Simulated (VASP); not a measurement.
OSZICAR of a VASP run on P (atoms displaced from the space group 64 structure):

**OSZICAR**
```
       N       E                     dE             d eps       ncg     rms          rms(c)
DAV:   1     0.559225358649E+02    0.55923E+02   -0.73301E+03  2576   0.987E+02
DAV:   2    -0.179903637993E+02   -0.73913E+02   -0.71620E+02  3376   0.163E+02
DAV:   3    -0.215293356107E+02   -0.35390E+01   -0.34870E+01  3484   0.390E+01
DAV:   4    -0.215765434687E+02   -0.47208E-01   -0.47156E-01  3258   0.524E+00
DAV:   5    -0.215776549837E+02   -0.11115E-02   -0.11110E-02  3550   0.702E-01    0.104E+01
DAV:   6    -0.214572499196E+02    0.12041E+00   -0.69634E-02  3050   0.160E+00    0.616E+00
DAV:   7    -0.214054167812E+02    0.51833E-01   -0.11841E-01  3338   0.216E+00    0.287E-01
DAV:   8    -0.214054114585E+02    0.53226E-05   -0.93834E-03  3062   0.673E-01    0.117E-01
DAV:   9    -0.214054767169E+02   -0.65258E-04   -0.43339E-04  3522   0.152E-01    0.674E-02
DAV:  10    -0.214054954777E+02   -0.18761E-04   -0.53024E-05  3080   0.468E-02    0.263E-02
DAV:  11    -0.214055037349E+02   -0.82571E-05   -0.12457E-05  3278   0.292E-02    0.478E-03
DAV:  12    -0.214055041781E+02   -0.44319E-06   -0.58832E-07  2044   0.586E-03
   1 F= -.21405504E+02 E0= -.21405263E+02  d E =-.482583E-03
```

Q: Which electronic solver shows in the log?

A: It is blocked Davidson (ALGO = Normal, or the opening steps of other solvers). The INCAR had ALGO = Normal.

Q: Can the final energy be trusted as converged?

A: The calculation finished and met its thresholds. It stopped with EDIFF = 1E-6, NELM = 100 (PBE GGA, plane waves, VASP's PBE PAW potentials (set 64)).

The compound is P in the black structure. The cell was not relaxed at this level, atoms are displaced from their ideal sites. The k-mesh is coarse (spacing up to 0.33 per Å, 2π included), so the numbers may not be converged in it. The run is one of a series of settings (LASPH = .FALSE. against the base run), some of them coarse on purpose.
